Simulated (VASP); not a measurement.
# Mo: formation energy of interstitial H, part 2 of 4

Aim: the formation energy and local structure of interstitial H in Mo.

VASP 6.6.1, plane waves and PAW; the level of theory is named at each step.

So far. Step 2 (Relaxing the host crystal): The run ended after 3 ionic steps, 0.011 eV below its first step, once forces and stress met EDIFFG = -0.02.

### 3. The perfect supercell

Level of this step: PBEsol; plane waves and PAW (Mo) (VASP).

System of this step: Mo. The cell holds 54 atoms: 54 Mo. Cell: a = 9.364 Å, b = 9.364 Å, c = 9.364 Å, α = 90.0°, β = 90.0°, γ = 90.0°. It derives from Mo.

The same cell, mesh and cutoff without the defect give the energy to subtract and, in a gapped host, the band edges to count from, so that most errors cancel.

The input, INCAR:

```
SYSTEM = Mo
PREC = Normal
ENCUT = 300
EDIFF = 1E-05
NELM = 120
ISMEAR = 1
SIGMA = 0.2
LREAL = Auto
ALGO = Fast
GGA = PS
NBANDS = 200
LASPH = .TRUE.
LORBIT = 11
LWAVE = .FALSE.
LCHARG = .FALSE.
KPAR = 4
NCORE = 2
```

The input, POSCAR:

```
Mo
1.0
    9.3644160156      0.0000000000      0.0000000000
    0.0000000000      9.3644160156      0.0000000000
    0.0000000000      0.0000000000      9.3644160156
Mo
54
Direct
    0.0000000000      0.0000000000      0.0000000000
    0.3333333333      0.0000000000      0.0000000000
    0.6666666667      0.0000000000      0.0000000000
    0.0000000000      0.3333333333      0.0000000000
    0.0000000000      0.0000000000      0.3333333333
    0.1666666667      0.1666666667      0.1666666667
    0.3333333333      0.3333333333      0.0000000000
    0.3333333333      0.0000000000      0.3333333333
    0.5000000000      0.1666666667      0.1666666667
    0.6666666667      0.3333333333      0.0000000000
    0.6666666667      0.0000000000      0.3333333333
    0.8333333333      0.1666666667      0.1666666667
    0.0000000000      0.6666666667      0.0000000000
    0.0000000000      0.3333333333      0.3333333333
    0.1666666667      0.5000000000      0.1666666667
    0.3333333333      0.6666666667      0.0000000000
    0.0000000000      0.0000000000      0.6666666667
    0.1666666667      0.1666666667      0.5000000000
    0.3333333333      0.3333333333      0.3333333333
    0.5000000000      0.5000000000      0.1666666667
    0.6666666667      0.6666666667      0.0000000000
    0.3333333333      0.0000000000      0.6666666667
    0.5000000000      0.1666666667      0.5000000000
    0.6666666667      0.3333333333      0.3333333333
    0.8333333333      0.5000000000      0.1666666667
    0.6666666667      0.0000000000      0.6666666667
    0.8333333333      0.1666666667      0.5000000000
    0.0000000000      0.6666666667      0.3333333333
    0.1666666667      0.8333333333      0.1666666667
    0.0000000000      0.3333333333      0.6666666667
    0.1666666667      0.5000000000      0.5000000000
    0.3333333333      0.6666666667      0.3333333333
    0.5000000000      0.8333333333      0.1666666667
    0.1666666667      0.1666666667      0.8333333333
    0.3333333333      0.3333333333      0.6666666667
    0.5000000000      0.5000000000      0.5000000000
    0.6666666667      0.6666666667      0.3333333333
    0.8333333333      0.8333333333      0.1666666667
    0.5000000000      0.1666666667      0.8333333333
    0.6666666667      0.3333333333      0.6666666667
    0.8333333333      0.5000000000      0.5000000000
    0.8333333333      0.1666666667      0.8333333333
    0.0000000000      0.6666666667      0.6666666667
    0.1666666667      0.8333333333      0.5000000000
    0.1666666667      0.5000000000      0.8333333333
    0.3333333333      0.6666666667      0.6666666667
    0.5000000000      0.8333333333      0.5000000000
    0.5000000000      0.5000000000      0.8333333333
    0.6666666667      0.6666666667      0.6666666667
    0.8333333333      0.8333333333      0.5000000000
    0.8333333333      0.5000000000      0.8333333333
    0.1666666667      0.8333333333      0.8333333333
    0.5000000000      0.8333333333      0.8333333333
    0.8333333333      0.8333333333      0.8333333333
```

The input, KPOINTS:

```
Automatic mesh
0
Monkhorst-Pack
4 4 4
0 0 0
```

Potentials, in the order of the species: Mo (PBE family, release 64).

Launch:

```console
mpirun -np 8 vasp_std
```

Log:

```text
[banner, memory and clock lines left out]
running    8 mpi-ranks, on    1 nodes
 distrk:  each k-point on    2 cores,    4 groups
 distr:  one band on    2 cores,    1 groups

 POSCAR found type information on POSCAR Mo
 POSCAR found :  1 types and      54 ions
 [... a notice as in an earlier step ...]

 LDA part: xc-table for (Slater+PW92), standard interpolation
 POSCAR, INCAR and KPOINTS ok, starting setup
 FFT: planning ... GRIDC
 FFT: planning ... GRID_SOFT
 FFT: planning ... GRID
 WAVECAR not read
 entering main loop
       N       E                     dE             d eps       ncg     rms          rms(c)
DAV:   1     0.726847642035E+03    0.72685E+03   -0.10372E+05  1624   0.925E+02
DAV:   2    -0.513169911066E+03   -0.12400E+04   -0.11503E+04  1752   0.234E+02
DAV:   3    -0.673832071450E+03   -0.16066E+03   -0.15479E+03  2416   0.594E+01
DAV:   4    -0.680314514706E+03   -0.64824E+01   -0.63244E+01  2224   0.126E+01
DAV:   5    -0.680516248898E+03   -0.20173E+00   -0.19868E+00  2208   0.226E+00    0.122E+02
RMM:   6    -0.646442445534E+03    0.34074E+02   -0.35834E+01  1611   0.124E+01    0.466E+01
RMM:   7    -0.637109973958E+03    0.93325E+01   -0.39751E+01  1626   0.111E+01    0.593E+00
RMM:   8    -0.637238320125E+03   -0.12835E+00   -0.48600E+00  1850   0.462E+00    0.436E+00
RMM:   9    -0.637365216492E+03   -0.12690E+00   -0.14383E+00  1910   0.194E+00    0.440E+00
RMM:  10    -0.637303999893E+03    0.61217E-01   -0.36881E-01  1803   0.143E+00    0.705E-01
RMM:  11    -0.637314518317E+03   -0.10518E-01   -0.10524E-01  2048   0.412E-01    0.454E-01
RMM:  12    -0.637315836117E+03   -0.13178E-02   -0.19139E-02  2151   0.173E-01    0.130E-01
RMM:  13    -0.637316242043E+03   -0.40593E-03   -0.46506E-03  2276   0.768E-02    0.648E-02
RMM:  14    -0.637316307276E+03   -0.65233E-04   -0.64358E-04  2178   0.297E-02    0.130E-02
RMM:  15    -0.637316317813E+03   -0.10537E-04   -0.11904E-04  1634   0.115E-02    0.141E-02
RMM:  16    -0.637316319191E+03   -0.13779E-05   -0.16171E-05  1216   0.484E-03
   1 F= -.63731632E+03 E0= -.63730411E+03  d E =-.366142E-01
```

Elapsed: 59 s, on 8 MPI ranks of AMD EPYC 7R43, shared host; peak memory 1.9 GiB; 7.7 min of CPU time.

OUTCAR, selected parts (step 3):

```text
  LATTYP: Found a simple cubic cell.
 ALAT       =     9.3644160156

The static configuration has the point symmetry O_h .

 Found      4 irreducible k-points:

   k-points           NKPTS =      4   k-points in BZ     NKDIM =      4   number of bands    NBANDS=    200

   dimension x,y,z NGX =    40 NGY =   40 NGZ =   40
   dimension x,y,z NGXF=    80 NGYF=   80 NGZF=   80

   ENCUT  =  300.0 eV  22.05 Ry    4.70 a.u.  13.23 13.23 13.23*2*pi/ulx,y,z

   NELECT =     324.0000    total number of electrons

 E-fermi :   6.9456

 k-point     1 :       0.1250    0.1250    0.1250
  band No.  band energies     occupation
    ...
    164       6.9289      1.14097
    165       6.9289      1.14080
    166       6.9729      0.77112
    167       6.9729      0.77106
    168       6.9729      0.77106
    169       7.2634     -0.04714
    170       7.2634     -0.04714
    171       7.2634     -0.04714
    172       7.3169     -0.02471
    173       7.3169     -0.02471
    ...

 k-point     2 :       0.3750    0.1250    0.1250
  band No.  band energies     occupation
    ...
    160       6.7862      1.97839
    161       6.8722      1.57690
    162       6.8722      1.57687
    163       6.9054      1.33245
    164       6.9054      1.33240
    165       7.2459     -0.05518
    166       7.2459     -0.05517
    167       7.2714     -0.04344
    168       7.2714     -0.04344
    169       7.3180     -0.02432
    ...

  Total       -3.9825565     -3.9825565     -3.9825565     -0.0000000     -0.0000000      0.0000000
  in kB       -7.7701684     -7.7701684     -7.7701684     -0.0000000     -0.0000000      0.0000000
  external PRESSURE =      -7.7701684 kB  Pullay stress =       0.0000000 kB

  energy-cutoff  :      300.00
  volume of cell :      821.19
      direct lattice vectors                 reciprocal lattice vectors
     9.364416016  0.000000000  0.000000000     0.106787225  0.000000000  0.000000000
     0.000000000  9.364416016  0.000000000     0.000000000  0.106787225  0.000000000
     0.000000000  0.000000000  9.364416016     0.000000000  0.000000000  0.106787225

 POSITION                                       TOTAL-FORCE (eV/Angst)
 -----------------------------------------------------------------------------------
      0.00000      0.00000      0.00000         0.000000      0.000000     -0.000000
      3.12147      0.00000      0.00000        -0.000000     -0.000000     -0.000000
      6.24294      0.00000      0.00000        -0.000000     -0.000000      0.000000
      0.00000      3.12147      0.00000        -0.000000     -0.000000      0.000000
      0.00000      0.00000      3.12147        -0.000000     -0.000000      0.000000
      1.56074      1.56074      1.56074        -0.000000     -0.000000     -0.000000
      3.12147      3.12147      0.00000         0.000000      0.000000     -0.000000
      3.12147      0.00000      3.12147         0.000000     -0.000000      0.000000
      4.68221      1.56074      1.56074        -0.000000      0.000000      0.000000
      6.24294      3.12147      0.00000         0.000000     -0.000000      0.000000
      6.24294      0.00000      3.12147        -0.000000      0.000000      0.000000
      7.80368      1.56074      1.56074         0.000000     -0.000000      0.000000
      0.00000      6.24294      0.00000        -0.000000     -0.000000     -0.000000
      0.00000      3.12147      3.12147         0.000000      0.000000     -0.000000
      1.56074      4.68221      1.56074         0.000000     -0.000000      0.000000
      3.12147      6.24294      0.00000        -0.000000      0.000000      0.000000
      0.00000      0.00000      6.24294         0.000000      0.000000      0.000000
      1.56074      1.56074      4.68221        -0.000000      0.000000     -0.000000
      3.12147      3.12147      3.12147        -0.000000     -0.000000      0.000000
      4.68221      4.68221      1.56074         0.000000      0.000000     -0.000000
      6.24294      6.24294      0.00000        -0.000000      0.000000      0.000000
      3.12147      0.00000      6.24294        -0.000000     -0.000000     -0.000000
      4.68221      1.56074      4.68221         0.000000     -0.000000      0.000000
      6.24294      3.12147      3.12147         0.000000      0.000000      0.000000
      7.80368      4.68221      1.56074        -0.000000      0.000000     -0.000000
      6.24294      0.00000      6.24294         0.000000     -0.000000     -0.000000
      7.80368      1.56074      4.68221         0.000000      0.000000      0.000000
      0.00000      6.24294      3.12147         0.000000     -0.000000      0.000000
      1.56074      7.80368      1.56074        -0.000000      0.000000      0.000000
      0.00000      3.12147      6.24294        -0.000000     -0.000000     -0.000000
      1.56074      4.68221      4.68221        -0.000000     -0.000000      0.000000
      3.12147      6.24294      3.12147         0.000000      0.000000      0.000000
      4.68221      7.80368      1.56074        -0.000000     -0.000000     -0.000000
      1.56074      1.56074      7.80368         0.000000      0.000000     -0.000000
      3.12147      3.12147      6.24294        -0.000000     -0.000000     -0.000000
      4.68221      4.68221      4.68221         0.000000      0.000000      0.000000
      6.24294      6.24294      3.12147        -0.000000     -0.000000     -0.000000
      7.80368      7.80368      1.56074        -0.000000     -0.000000     -0.000000
[...]
-----------------------------------------------------------------------------------
    total drift:                               -0.000000     -0.000000     -0.000000

  FREE ENERGIE OF THE ION-ELECTRON SYSTEM (eV)
  ---------------------------------------------------
  free  energy   TOTEN  =      -637.3163191911 eV

  energy  without entropy=     -637.2797049435  energy(sigma->0) =     -637.30411444

 total charge
# of ion       s       p       d       tot
------------------------------------------
    1        0.531   0.584   4.385   5.500
    2        0.531   0.584   4.385   5.500
    3        0.531   0.584   4.385   5.500
    4        0.531   0.584   4.385   5.500
    5        0.531   0.584   4.385   5.500
    6        0.531   0.584   4.385   5.500
    7        0.531   0.584   4.385   5.500
    8        0.531   0.584   4.385   5.500
    9        0.531   0.584   4.385   5.500
   10        0.531   0.584   4.385   5.500
   11        0.531   0.584   4.385   5.500
   12        0.531   0.584   4.385   5.500
   13        0.531   0.584   4.385   5.500
   14        0.531   0.584   4.385   5.500
   15        0.531   0.584   4.385   5.500
   16        0.531   0.584   4.385   5.500
   17        0.531   0.584   4.385   5.500
   18        0.531   0.584   4.385   5.500
   19        0.531   0.584   4.385   5.500
   20        0.531   0.584   4.385   5.500
   21        0.531   0.584   4.385   5.500
   22        0.531   0.584   4.385   5.500
   23        0.531   0.584   4.385   5.500
   24        0.531   0.584   4.385   5.500
   25        0.531   0.584   4.385   5.500
   26        0.531   0.584   4.385   5.500
   27        0.531   0.584   4.385   5.500
   28        0.531   0.584   4.385   5.500
   29        0.531   0.584   4.385   5.500
   30        0.531   0.584   4.385   5.500
   31        0.531   0.584   4.385   5.500
   32        0.531   0.584   4.385   5.500
   33        0.531   0.584   4.385   5.500
   34        0.531   0.584   4.385   5.500
   35        0.531   0.584   4.385   5.500
   36        0.531   0.584   4.385   5.500
   37        0.531   0.584   4.385   5.500
[...]
--------------------------------------------------
tot         28.678  31.532 236.809 297.019

[... 1 part as in an earlier step ...]

[... 5 further parts left out ...]
```

Numbers from this step:

```yaml
electronic_cycles: 16
electrons: 324
free_energy_toten: -637.3163 eV
energy_at_zero_smearing: -637.3041 eV
fermi_energy: 6.946 eV
```

The host is treated as a metal, as its relaxation found a gap under 0.3 eV or none, and only the neutral defect is run.

(Part 2 of 4 ends here.)

[Lines on the potential files, build, host, timing and source positions are cut from VASP's logs without a mark.]

[Logs are printed without paths, hosts, clocks, repeated set-up lines and the standing remarks that a program may print on its own settings, such as how far it seeks lower states.]

[Hosts, paths, dates, database ids (printed as entryN), source tags and the programs' standing remarks are cut or masked in the printed files.]

[In band tables of VASP the shares of atoms and orbitals are scaled to a sum of 1 inside the atoms' spheres.]

[Runs that stopped without an error message from VASP are left out.]
